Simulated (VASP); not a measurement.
# CrAu4: accuracy against cost in the PAW data sets and SCF solver, part 3 of 3

A convergence test on CrAu4: the PAW data sets and SCF solver. The series runs use PBEsol. The start is a computed cell from the Materials Project.

VASP 6.6.1, plane waves and PAW; the level of theory is named at each step.

Still holding for the runs below: The cell holds one magnetic atom, so no antiferromagnetic order fits into it.

So far. Step 11 (SCF solver: ALGO = All): Against the first of the series the energy stays within 0.01 meV an atom; the pressure moves by -0.01 GPa, after 20 cycles in 2.7 min. Step 12 (SCF solver: ALGO = Damped): Against the first of the series the energy stays within 0.01 meV an atom; the pressure moves by -0.01 GPa, after 29 cycles in 3.1 min.

## (13) SCF solver: AMIX = 0.1, BMIX = 0.01

Level of this step: PBEsol, spin-polarised from a ferromagnetic start (one magnetic atom a cell); plane waves and PAW (Cr_pv, Au) (VASP).

Input file INCAR:

```
SYSTEM = CrAu4
PREC = Accurate
ENCUT = 400
EDIFF = 1E-06
NELM = 100
ISMEAR = -1
SIGMA = 0.05
LREAL = .FALSE.
ALGO = Normal
GGA = PS
NBANDS = 39
ISPIN = 2
MAGMOM = 3 0 0 0 0
LASPH = .TRUE.
LMAXMIX = 4
LORBIT = 11
LWAVE = .FALSE.
LCHARG = .FALSE.
KPAR = 4
ISIF = 2
AMIX = 0.1
BMIX = 0.01
```

Input file POSCAR:

```
CrAu4
1.0
   -3.2432046951      3.2432046951      2.0381584400
    3.2432046951     -3.2432046951      2.0381584400
    3.2432046951      3.2432046951     -2.0381584400
Cr Au
1 4
Direct
    0.0000000000      0.0000000000      0.0000000000
    0.6024294600      0.2031955000      0.8056249600
    0.3975705400      0.7968045000      0.1943750400
    0.2031955000      0.3975705400      0.6007660400
    0.7968045000      0.6024294600      0.3992339600
```

Input file KPOINTS:

```
Automatic mesh
0
Gamma
8 8 8
0 0 0
```

Potentials, in the order of the species: Cr_pv and Au (PBE family, release 64).

On the command line:

```bash
$ mpirun -np 4 vasp_std
```

What it wrote:

```text
[... set-up lines as in an earlier step ...]
 entering main loop
       N       E                     dE             d eps       ncg     rms          rms(c)
[... 5 cycles as in an earlier step ...]
DAV:   6    -0.268200726268E+02    0.11510E+01   -0.15700E+00 13372   0.722E+00    0.155E+01
DAV:   7    -0.260755056955E+02    0.74457E+00   -0.77025E-01 13330   0.535E+00    0.131E+01
DAV:   8    -0.256395307440E+02    0.43597E+00   -0.27662E+00 13393   0.101E+01    0.947E+00
DAV:   9    -0.256460578682E+02   -0.65271E-02   -0.60036E-02 13472   0.133E+00    0.738E+00
[...]
DAV:  16    -0.256051579824E+02    0.19729E-05   -0.53243E-06 12310   0.158E-02    0.152E-02
DAV:  17    -0.256051558580E+02    0.21245E-05   -0.54496E-06 10793   0.114E-02    0.565E-03
DAV:  18    -0.256051560521E+02   -0.19414E-06   -0.67210E-07  7050   0.403E-03
   1 F= -.25605156E+02 E0= -.25595331E+02  d E =-.196495E-01  mag=     3.7332
```

Run time: 2.4 min. Hardware: 4 MPI ranks of AMD EPYC 7R43, shared host; peak memory 1.6 GiB; 8.1 min of CPU time.

Parts of OUTCAR (step 13):

```text
  Total       -3.2944199     -3.2944199     -3.4090688      0.0000000     -0.0000000     -0.0000000
  in kB      -61.5521004    -61.5521004    -63.6941722      0.0000009     -0.0000000     -0.0000000
  external PRESSURE =     -62.2661243 kB  Pullay stress =       0.0000000 kB

 POSITION                                       TOTAL-FORCE (eV/Angst)
 -----------------------------------------------------------------------------------
      0.00000      0.00000      0.00000         0.000000     -0.000000     -0.000000
      1.31801      3.90760      0.00000         0.000834     -0.006286     -0.000000
      1.92520     -0.66440      2.03816        -0.000834      0.006286      0.000000
      2.57881      1.31801     -0.00000         0.006286      0.000834      0.000000
      0.66440      1.92520      2.03816        -0.006286     -0.000834     -0.000000
 -----------------------------------------------------------------------------------
    total drift:                               -0.000000      0.000000      0.000000

  FREE ENERGIE OF THE ION-ELECTRON SYSTEM (eV)
  ---------------------------------------------------
  free  energy   TOTEN  =       -25.6051560521 eV

  energy  without entropy=      -25.5855065591  energy(sigma->0) =      -25.59533131

[... 3 parts as in an earlier step ...]

[... 1 further part left out ...]
[key lines of the parts left out:]
E-fermi :   8.6379
```

Against the first of the series the energy stays within 0.01 meV an atom; the pressure moves by -0.01 GPa, after 18 cycles in 2.4 min.

## (14) SCF solver: AMIX = 0.8

Changes to INCAR since step 13:

```diff
@@ -20,3 +20,2 @@
 ISIF = 2
-AMIX = 0.1
-BMIX = 0.01
+AMIX = 0.8
```

POSCAR is that of step 13.

KPOINTS is that of step 13.

On the command line:

```bash
$ mpirun -np 4 vasp_std
```

What it wrote:

```text
[... set-up lines as in an earlier step ...]
 entering main loop
       N       E                     dE             d eps       ncg     rms          rms(c)
[... 5 cycles as in an earlier step ...]
DAV:   6    -0.346968613715E+02   -0.67258E+01   -0.87463E+01 12623   0.498E+01    0.409E+01
DAV:   7    -0.283674850883E+02    0.63294E+01   -0.74943E+01 13347   0.101E+02    0.239E+01
DAV:   8    -0.249469716068E+02    0.34205E+01   -0.96432E+00 12680   0.154E+01    0.961E+00
DAV:   9    -0.253997037691E+02   -0.45273E+00   -0.42656E+00 12778   0.755E+00    0.470E+00
[...]
DAV:  18    -0.256051515496E+02    0.18525E-05   -0.13385E-05 13162   0.224E-02    0.101E-02
DAV:  19    -0.256051559494E+02   -0.43998E-05   -0.35097E-06 11447   0.127E-02    0.345E-03
DAV:  20    -0.256051555656E+02    0.38381E-06   -0.52256E-07  7633   0.473E-03
   1 F= -.25605156E+02 E0= -.25595332E+02  d E =-.196478E-01  mag=     3.7336
```

The job ended after 2.6 min (4 MPI ranks; peak memory 1.6 GiB).

OUTCAR, selected parts (step 14):

```text
  Total       -3.2934010     -3.2934010     -3.4074550     -0.0000000      0.0000000     -0.0000000
  in kB      -61.5330649    -61.5330649    -63.6640191     -0.0000003      0.0000000     -0.0000000
  external PRESSURE =     -62.2433830 kB  Pullay stress =       0.0000000 kB

 POSITION                                       TOTAL-FORCE (eV/Angst)
 -----------------------------------------------------------------------------------
      0.00000      0.00000      0.00000         0.000000      0.000000      0.000000
      1.31801      3.90760      0.00000         0.000966     -0.006276     -0.000000
      1.92520     -0.66440      2.03816        -0.000966      0.006276      0.000000
      2.57881      1.31801     -0.00000         0.006276      0.000966      0.000000
      0.66440      1.92520      2.03816        -0.006276     -0.000966     -0.000000
 -----------------------------------------------------------------------------------
    total drift:                               -0.000000      0.000000      0.000000

  FREE ENERGIE OF THE ION-ELECTRON SYSTEM (eV)
  ---------------------------------------------------
  free  energy   TOTEN  =       -25.6051555656 eV

  energy  without entropy=      -25.5855077759  energy(sigma->0) =      -25.59533167

[... 3 parts as in an earlier step ...]

[... 1 further part left out ...]
[key lines of the parts left out:]
E-fermi :   8.6378
```

Against the first of the series the energy stays within 0.01 meV an atom; the pressure moves by -0.01 GPa, after 20 cycles in 2.6 min.

## (15) SCF solver: IMIX = 1, AMIX = 0.2

Changes to INCAR since step 14:

```diff
@@ -20,2 +20,3 @@
 ISIF = 2
-AMIX = 0.8
+IMIX = 1
+AMIX = 0.2
```

POSCAR is that of step 14.

KPOINTS is that of step 14.

On the command line:

```bash
$ mpirun -np 4 vasp_std
```

What it wrote:

```text
[... set-up lines as in an earlier step ...]
 entering main loop
       N       E                     dE             d eps       ncg     rms          rms(c)
[... 5 cycles as in an earlier step ...]
DAV:   6    -0.264221212822E+02    0.15489E+01   -0.47766E+00 13078   0.126E+01    0.141E+01
DAV:   7    -0.258867787444E+02    0.53534E+00   -0.23006E+00 13640   0.103E+01    0.117E+01
DAV:   8    -0.257110656509E+02    0.17571E+00   -0.10680E+00 13163   0.600E+00    0.929E+00
DAV:   9    -0.256497394014E+02    0.61326E-01   -0.40463E-01 13510   0.421E+00    0.772E+00
[...]
DAV:  28    -0.256051586048E+02    0.31688E-05   -0.12152E-07  6427   0.255E-03    0.116E-01
DAV:  29    -0.256051567847E+02    0.18201E-05   -0.75777E-08  6420   0.205E-03    0.926E-02
DAV:  30    -0.256051557853E+02    0.99939E-06   -0.49484E-08  6385   0.164E-03
   1 F= -.25605156E+02 E0= -.25595330E+02  d E =-.196509E-01  mag=     3.7331
```

Elapsed: 3.7 min, on 4 MPI ranks; peak memory 1.5 GiB; 13 min of CPU time.

Parts of OUTCAR (step 15):

```text
  Total       -3.2700248     -3.2700248     -3.3835759      0.0000001     -0.0000000      0.0000000
  in kB      -61.0963088    -61.0963088    -63.2178686      0.0000009     -0.0000000      0.0000000
  external PRESSURE =     -61.8034954 kB  Pullay stress =       0.0000000 kB

 POSITION                                       TOTAL-FORCE (eV/Angst)
 -----------------------------------------------------------------------------------
      0.00000      0.00000      0.00000         0.000000     -0.000000      0.000000
      1.31801      3.90760      0.00000         0.001071     -0.006205      0.000000
      1.92520     -0.66440      2.03816        -0.001071      0.006205     -0.000000
      2.57881      1.31801     -0.00000         0.006205      0.001071      0.000000
      0.66440      1.92520      2.03816        -0.006205     -0.001071     -0.000000
 -----------------------------------------------------------------------------------
    total drift:                               -0.000000      0.000000      0.000000

  FREE ENERGIE OF THE ION-ELECTRON SYSTEM (eV)
  ---------------------------------------------------
  free  energy   TOTEN  =       -25.6051557853 eV

  energy  without entropy=      -25.5855049200  energy(sigma->0) =      -25.59533035

[... 3 parts as in an earlier step ...]

[... 1 further part left out ...]
[key lines of the parts left out:]
E-fermi :   8.6379
```

Against the first of the series the energy stays within 0.01 meV an atom; the pressure moves by +0.04 GPa, after 30 cycles in 3.7 min.

## (16) The SCF solver series as a table

This step: convergence of PBEsol results with the solver; plane waves and PAW (VASP 6.6.1).

No new run; the numbers come from the runs before.

Differences are taken from the run with ALGO = Normal. Results of the series, by row:

| setting | status | energy less the reference (meV/atom) | pressure (GPa) | largest force difference (meV/Å) | moment (μB) | SCF cycles | wall time (s) |
| --- | --- | --- | --- | --- | --- | --- | --- |
| ALGO = Normal | converged | 0 | -6.217 | 0 | 3.733 | 15 | 105 |
| ALGO = Fast | converged | 8.00e-5 | -6.253 | 0.316 | 3.733 | 15 | 125 |
| ALGO = VeryFast | converged | -2.32e-4 | -6.241 | 0.123 | 3.733 | 22 | 195 |
| ALGO = All | converged | 9.20e-5 | -6.226 | 0.256 | 3.733 | 20 | 164 |
| ALGO = Damped | converged | 2.60e-5 | -6.228 | 0.575 | 3.733 | 29 | 186.1 |
| AMIX = 0.1, BMIX = 0.01 | converged | -8.40e-5 | -6.227 | 0.174 | 3.733 | 18 | 142 |
| AMIX = 0.8 | converged | -1.56e-4 | -6.224 | 0.157 | 3.734 | 20 | 158 |
| IMIX = 1, AMIX = 0.2 | converged | 1.08e-4 | -6.18 | 0.086 | 3.733 | 30 | 224.1 |

## (17) Summary of results

```json
{
 "spread of the pressure over the PAW data sets": "1.20 GPa",
 "fewest SCF cycles": "ALGO = Normal; ALGO = Fast (15)",
 "most SCF cycles among converged runs": "IMIX = 1, AMIX = 0.2 (30)",
 "spread of the pressure over the SCF solver": "0.0723 GPa",
 "spread of the energy over the SCF solver": "3.4e-4 meV/atom"
}
```

In words: The choice of data set moves the pressure between -7.24 GPa (gw 64: Cr_sv_GW Au_sv_GW) and -6.04 GPa (minimal 64: Cr Au); the cutoffs differ too (400, 510 and 520 eV). All SCF solvers that converged agree within 0.05 meV an atom. No setting beats the 1.8 min of ALGO = Normal by a fifth or more; the slowest converged run is IMIX = 1, AMIX = 0.2, at 3.7 min. On a shared host such times are rough. Data sets differ in their zero of energy, so energies are not compared.

[Lines on the potential files, build, host, timing and source positions are cut from VASP's logs without a mark.]

[Logs are printed without paths, hosts, clocks, repeated set-up lines and the standing remarks that a program may print on its own settings, such as how far it seeks lower states.]

[Hosts, paths, dates, database ids (printed as entryN), source tags and the programs' standing remarks are cut or masked in the printed files.]

[A measured line is paired with the nearest computed mode of its activity, which favours agreement.]
